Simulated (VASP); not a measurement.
# TaS (relaxed from the zinc blende structure, space group F-43m): computed properties

These are PBE GGA, VASP's PBE PAW potentials (set 64) (plane waves; VASP) values and carry that method's errors.

```yaml
space_group: F-43m (216)
cell: a = b = c = 5.484 Å, α = β = γ = 90.00°
volume_per_atom: 20.61 Å^3/atom
band gap (over mesh and band path): none (metal, semimetal or under 0.01 eV)
density: 8.58 g/cm³
```

```cif
data_S4Ta4
_chemical_formula_sum 'Ta4 S4'
_space_group_name_H-M_alt 'F-43m'
_space_group_IT_number 216
_space_group_name_Hall 'F -4 2 3'
_cell_length_a 5.48379
_cell_length_b 5.48379
_cell_length_c 5.48379
_cell_angle_alpha 90.000
_cell_angle_beta 90.000
_cell_angle_gamma 90.000
loop_
_atom_site_label
_atom_site_type_symbol
_atom_site_symmetry_multiplicity
_atom_site_Wyckoff_symbol
_atom_site_fract_x
_atom_site_fract_y
_atom_site_fract_z
_atom_site_occupancy
Ta1 Ta 4 a 0.00000 0.00000 0.00000 1
S1 S 4 d 0.75000 0.75000 0.75000 1
```
(The calculation used a cell of 2 atoms; values per cell refer to that cell.)

Unless said otherwise, spin-orbit coupling is left out, though it shifts the bands of the heavy elements here.

The structure was generated: TaS was put into the zinc blende type (F-43m), which need not be its known phase. It was relaxed first, which changed the volume by -36 %. Symmetry was kept, so distortions that lower it aren't found. The electron count is odd and the run is not spin-polarised, which forces a metal.
